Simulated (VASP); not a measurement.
A run of VASP 6.6.1:

Contents of INCAR:

```
  PREC = Accurate
  ENCUT = 900
  EDIFF = 1E-6
  ISMEAR = -1
  SIGMA = 0.05
  LREAL = False
  LASPH = True
  NELM = 100
  ALGO = Normal
  ISIF = 2
  LWAVE = False
  LCHARG = False
  LMAXMIX = 4
  GGA = PE
  NBANDS = 26
```

File KPOINTS:

```
regular mesh
0
Gamma
  7 7 7
```

Contents of POSCAR:

```
TaWC2
1.0
    1.5718551461      0.9075109917      5.1016196719
   -1.5718551461      0.9075109917      5.1016196719
    0.0000000000     -1.8150219835      5.1016196719
W Ta C
1 1 2
Direct
    0.0000000000      0.0000000000      0.0000000000
    0.5000000000      0.5000000000      0.5000000000
    0.2509330000      0.2509330000      0.2509330000
    0.7490670000      0.7490670000      0.7490670000
```

Contents of KPOINTS_OPT:

```
path GLB1,BZGX,QFP1Z,LP
15
line-mode
reciprocal
 0.0000000000  0.0000000000  0.0000000000  G
 0.5000000000  0.0000000000  0.0000000000  L

 0.5000000000  0.0000000000  0.0000000000  L
 0.5000000000  0.1877624847 -0.1877624847  B1

 0.8122375153  0.5000000000  0.1877624847  B
 0.5000000000  0.5000000000  0.5000000000  Z

 0.5000000000  0.5000000000  0.5000000000  Z
 0.0000000000  0.0000000000  0.0000000000  G

 0.0000000000  0.0000000000  0.0000000000  G
 0.3438812424  0.0000000000 -0.3438812424  X

 0.6561187576  0.3438812424  0.0000000000  Q
 0.5000000000  0.5000000000  0.0000000000  F

 0.5000000000  0.5000000000  0.0000000000  F
 0.6561187576  0.6561187576  0.1877624847  P1

 0.6561187576  0.6561187576  0.1877624847  P1
 0.5000000000  0.5000000000  0.5000000000  Z

 0.5000000000  0.0000000000  0.0000000000  L
 0.8122375153  0.3438812424  0.3438812424  P
```

Potentials or basis: VASP PAW PBE potentials, release 64 (W_sv_GW, Ta_sv_GW, C_GW).

The run is started by

```bash
$ cat potpaw_PBE.64/W_sv_GW/POTCAR potpaw_PBE.64/Ta_sv_GW/POTCAR potpaw_PBE.64/C_GW/POTCAR > POTCAR
$ mpirun -np 1 vasp_std > vasp.out
```

Hardware: 1 thread of AMD EPYC 9R45 96-Core Processor (Zen 5), on a shared host.

Estimate the wall time of this run.

Run time: 11 min on 1 thread of AMD EPYC 9R45 96-Core Processor (Zen 5), with other jobs on the host, peak memory 0.47 GiB. Counts: scf iterations 53, k points 44.
